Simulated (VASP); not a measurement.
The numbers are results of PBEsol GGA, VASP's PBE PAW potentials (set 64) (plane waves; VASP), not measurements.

VASP input:

File POSCAR:
```
HfTe
1
    4.0690000000     0.0000000000     0.0000000000
    0.0000000000     4.0690000000     0.0000000000
    0.0000000000     0.0000000000     4.0690000000
Hf Te
1 1
Direct
  0.0000000000   0.0000000000   0.0000000000
  0.5000000000   0.5000000000   0.5000000000
```

**KPOINTS**
```
Automatic mesh
0
Gamma
8 8 8
0 0 0
```

INCAR:
```
# general
SYSTEM =HfTe
PREC   =Accurate
ENCUT  =400   # plane-wave cut-off (eV)
LREAL  =.False.
LASPH  =.True.   # aspherical one-centre terms

# electronic loop
EDIFF  =1E-6   # SCF stop (eV)
NELM   =100
ALGO   =Normal   # blocked Davidson
LMAXMIX=6

# smearing
ISMEAR =1
SIGMA  =0.1   # width (eV)

# functional
GGA    =PS   # PBEsol

# ions
IBRION =2   # conjugate gradients
NSW    =60
ISIF   =3   # ions, shape and volume
EDIFFG =-0.01

# output
LWAVE  =.False.
LCHARG =.False.
```

POTCAR, in this order: Hf_pv Te (PBE.64 set). Program: vasp_std.

Output of the run:

File OUTCAR:
```
 ion  position               nearest neighbor table
   1  0.000  0.000  0.000-   2 3.52   2 3.52   2 3.52   2 3.52   2 3.52   2 3.52   2 3.52   2 3.52
  LATTYP: Found a simple cubic cell.
 ALAT       =     4.0690000000
 Subroutine PRICEL returns:
 Original cell was already a primitive cell.
 Subroutine GETGRP returns: Found 48 space group operations
The static configuration has the point symmetry O_h .
The dynamic configuration has the point symmetry O_h .
 Subroutine INISYM returns: Found 48 space group operations
 Subroutine IBZKPT returns following result:
 Found     35 irreducible k-points:

 Following reciprocal coordinates:
            Coordinates               Weight
  0.000000  0.000000  0.000000      1.000000
  0.125000  0.000000  0.000000      6.000000
  0.250000  0.000000  0.000000      6.000000
  0.375000  0.000000  0.000000      6.000000
  0.500000  0.000000  0.000000      3.000000
  0.125000  0.125000  0.000000     12.000000
  0.250000  0.125000  0.000000     24.000000
  0.375000  0.125000  0.000000     24.000000
  0.500000  0.125000  0.000000     12.000000
  0.250000  0.250000  0.000000     12.000000
  0.375000  0.250000  0.000000     24.000000
  0.500000  0.250000  0.000000     12.000000
  0.375000  0.375000  0.000000     12.000000
  0.500000  0.375000  0.000000     12.000000
  0.500000  0.500000  0.000000      3.000000
  0.125000  0.125000  0.125000      8.000000
  0.250000  0.125000  0.125000     24.000000
  0.375000  0.125000  0.125000     24.000000
  0.500000  0.125000  0.125000     12.000000
  0.250000  0.250000  0.125000     24.000000
  0.375000  0.250000  0.125000     48.000000
  0.500000  0.250000  0.125000     24.000000
  0.375000  0.375000  0.125000     24.000000
  0.500000  0.375000  0.125000     24.000000
  0.500000  0.500000  0.125000      6.000000
  0.250000  0.250000  0.250000      8.000000
  0.375000  0.250000  0.250000     24.000000
  0.500000  0.250000  0.250000     12.000000
  0.375000  0.375000  0.250000     24.000000
  0.500000  0.375000  0.250000     24.000000
  0.500000  0.500000  0.250000      6.000000
  0.375000  0.375000  0.375000      8.000000
  0.500000  0.375000  0.375000     12.000000
  0.500000  0.500000  0.375000      6.000000
  0.500000  0.500000  0.500000      1.000000
   k-points           NKPTS =     35   k-points in BZ     NKDIM =     35   number of bands    NBANDS=     12
   number of dos      NEDOS =    301   number of ions     NIONS =      2
   total plane-waves  NPLWV =  21952
   dimension x,y,z NGX =    28 NGY =   28 NGZ =   28
   dimension x,y,z NGXF=    56 NGYF=   56 NGZF=   56
   ions per type =               1   1
   PREC   = accura    normal or accurate (medium, high low for compatibility)
   ISTART =      0    job   : 0-new  1-cont  2-samecut
   ICHARG =      2    charge: 1-file 2-atom 10-const
   ISPIN  =      1    spin polarized calculation?
   LNONCOLLINEAR =      F non collinear calculations
   LSORBIT =      F    spin-orbit coupling
   INIWAV =      1    electr: 0-lowe 1-rand  2-diag
   ENCUT  =  400.0 eV  29.40 Ry    5.42 a.u.   6.64  6.64  6.64*2*pi/ulx,y,z
   NELM   =    100;   NELMIN=  2; NELMDL= -5     # of ELM steps
   EDIFF  = 0.1E-05   stopping-criterion for ELM
   LREAL  =      F    real-space projection
   NLSPLINE    = F    spline interpolate recip. space projectors
   LMAXMIX     =    6 max onsite mixed and CHGCAR
   VOSKOWN=      0    Vosko Wilk Nusair interpolation
   EDIFFG = -.1E-01   stopping-criterion for IOM
   NSW    =     60    number of steps for IOM
   NBLOCK =      1;   KBLOCK =     60    inner block; outer block
   IBRION =      2    ionic relax: 0-MD 1-quasi-New 2-CG
   NFREE  =      1    steps in history (QN), initial steepest desc. (CG)
...
```

### OSZICAR
```
       N       E                     dE             d eps       ncg     rms          rms(c)
DAV:   1     0.278800967977E+02    0.27880E+02   -0.67270E+03   952   0.905E+02
DAV:   2    -0.121459922916E+02   -0.40026E+02   -0.37930E+02  1052   0.163E+02
DAV:   3    -0.141493274430E+02   -0.20033E+01   -0.19447E+01  1092   0.281E+01
DAV:   4    -0.141986872964E+02   -0.49360E-01   -0.48456E-01  1164   0.470E+00
DAV:   5    -0.142005080358E+02   -0.18207E-02   -0.18171E-02  1184   0.695E-01    0.164E+01
DAV:   6    -0.130775653838E+02    0.11229E+01   -0.27471E+00  1020   0.812E+00    0.130E+01
DAV:   7    -0.130032660798E+02    0.74299E-01   -0.32319E-01  1084   0.330E+00    0.626E+00
DAV:   8    -0.129934567764E+02    0.98093E-02   -0.50494E-02  1032   0.108E+00    0.333E-01
DAV:   9    -0.129929696981E+02    0.48708E-03   -0.50397E-03  1128   0.361E-01    0.271E-01
DAV:  10    -0.129934117738E+02   -0.44208E-03   -0.45555E-03  1032   0.378E-01    0.156E-01
DAV:  11    -0.129928647645E+02    0.54701E-03   -0.17031E-03  1024   0.223E-01    0.160E-02
DAV:  12    -0.129928685034E+02   -0.37389E-05   -0.12168E-04  1232   0.676E-02    0.135E-02
DAV:  13    -0.129928678431E+02    0.66030E-06   -0.75597E-06  1064   0.158E-02
   1 F= -.12992868E+02 E0= -.12992801E+02  d E =-.129929E+02
       N       E                     dE             d eps       ncg     rms          rms(c)
DAV:   1    -0.402230886423E+02   -0.27230E+02   -0.65958E+02   840   0.218E+02    0.561E+01
DAV:   2    -0.215617370867E+02    0.18661E+02   -0.22403E+01   884   0.457E+01    0.235E+01
DAV:   3    -0.148243840240E+02    0.67374E+01   -0.13867E+01   896   0.320E+01    0.144E+01
DAV:   4    -0.147490384580E+02    0.75346E-01   -0.24288E-01   988   0.438E+00    0.116E+01
DAV:   5    -0.146476598793E+02    0.10138E+00   -0.16925E-01  1000   0.240E+00    0.113E+00
DAV:   6    -0.146445940237E+02    0.30659E-02   -0.13805E-02  1012   0.967E-01    0.589E-01
DAV:   7    -0.146445129899E+02    0.81034E-04   -0.13697E-03  1040   0.309E-01    0.263E-01
DAV:   8    -0.146445245362E+02   -0.11546E-04   -0.61154E-05   952   0.626E-02    0.811E-02
DAV:   9    -0.146445170405E+02    0.74957E-05   -0.31582E-05   956   0.443E-02    0.242E-02
DAV:  10    -0.146445169626E+02    0.77831E-07   -0.13441E-06   656   0.107E-02
   2 F= -.14644517E+02 E0= -.14644364E+02  d E =-.165165E+01
       N       E                     dE             d eps       ncg     rms          rms(c)
DAV:   1    -0.173202445331E+02   -0.26757E+01   -0.51615E+01   864   0.595E+01    0.154E+01
DAV:   2    -0.158221086900E+02    0.14981E+01   -0.21381E+00   896   0.127E+01    0.773E+00
DAV:   3    -0.153022771686E+02    0.51983E+00   -0.13306E+00   976   0.872E+00    0.469E+00
DAV:   4    -0.152989621520E+02    0.33150E-02   -0.24693E-02   980   0.131E+00    0.347E+00
DAV:   5    -0.152971658569E+02    0.17963E-02   -0.65069E-03   964   0.493E-01    0.908E-01
DAV:   6    -0.152971618235E+02    0.40334E-05   -0.49197E-04  1124   0.157E-01    0.184E-01
DAV:   7    -0.152971668275E+02   -0.50040E-05   -0.53395E-05  1084   0.494E-02    0.268E-02
DAV:   8    -0.152971660292E+02    0.79831E-06   -0.40605E-06   992   0.125E-02
   3 F= -.15297166E+02 E0= -.15297421E+02  d E =-.230430E+01
       N       E                     dE             d eps       ncg     rms          rms(c)
DAV:   1    -0.153039489808E+02   -0.67822E-02   -0.13091E-01   844   0.292E+00    0.700E-01
DAV:   2    -0.153000976826E+02    0.38513E-02   -0.53314E-03   868   0.628E-01    0.331E-01
DAV:   3    -0.152987630631E+02    0.13346E-02   -0.35848E-03   952   0.461E-01    0.230E-01
DAV:   4    -0.152987570204E+02    0.60427E-05   -0.50399E-05  1004   0.621E-02    0.188E-01
DAV:   5    -0.152987484734E+02    0.85470E-05   -0.32184E-05   980   0.306E-02    0.341E-02
DAV:   6    -0.152987490799E+02   -0.60651E-06   -0.21611E-06   980   0.104E-02
   4 F= -.15298749E+02 E0= -.15298939E+02  d E =-.230588E+01
```

File OUTCAR:
```
------------------------ aborting loop because EDIFF is reached ----------------------------------------
  FORCE on cell =-STRESS in cart. coord.  units (eV):
  Direction    XX          YY          ZZ          XY          YZ          ZX
  --------------------------------------------------------------------------------------
  Total       -0.0073332     -0.0073332     -0.0073332      0.0000000      0.0000000      0.0000000
  in kB       -0.2764599     -0.2764599     -0.2764599      0.0000000      0.0000000      0.0000000
  external PRESSURE =      -0.2764599 kB  Pullay stress =       0.0000000 kB
  volume of cell :       42.50
      direct lattice vectors                 reciprocal lattice vectors
     3.489722705  0.000000000 -0.000000000     0.286555719 -0.000000000  0.000000000
     0.000000000  3.489722705 -0.000000000    -0.000000000  0.286555719 -0.000000000
    -0.000000000  0.000000000  3.489722705     0.000000000  0.000000000  0.286555719
 POSITION                                       TOTAL-FORCE (eV/Angst)
 -----------------------------------------------------------------------------------
      0.00000      0.00000      0.00000        -0.000000     -0.000000      0.000000
      1.74486      1.74486      1.74486         0.000000      0.000000      0.000000
 -----------------------------------------------------------------------------------
    total drift:                               -0.000000      0.000000     -0.000000
  FREE ENERGIE OF THE ION-ELECTRON SYSTEM (eV)
  ---------------------------------------------------
  free  energy   TOTEN  =       -15.2987490799 eV

  energy  without entropy=      -15.2993196387  energy(sigma->0) =      -15.29893927

 reached required accuracy - stopping structural energy minimisation
```
(Selected blocks of OUTCAR.)

### CONTCAR
```
HfTe
   1.00000000000000
     3.4897227051819337    0.0000000000000000   -0.0000000000000000
     0.0000000000000000    3.4897227051819337   -0.0000000000000000
    -0.0000000000000000    0.0000000000000000    3.4897227051819337
  Hf              Te
     1     1
Direct
     0.0000000000000000    0.0000000000000000    0.0000000000000000
     0.5000000000000000    0.5000000000000000    0.5000000000000000
```

Energy and stress use the plane-wave basis of the starting cell.

The structure was generated: HfTe was put into the CsCl type type (Pm-3m), which need not be its known phase. This run relaxes it. Symmetry was kept, so distortions that lower it aren't found.
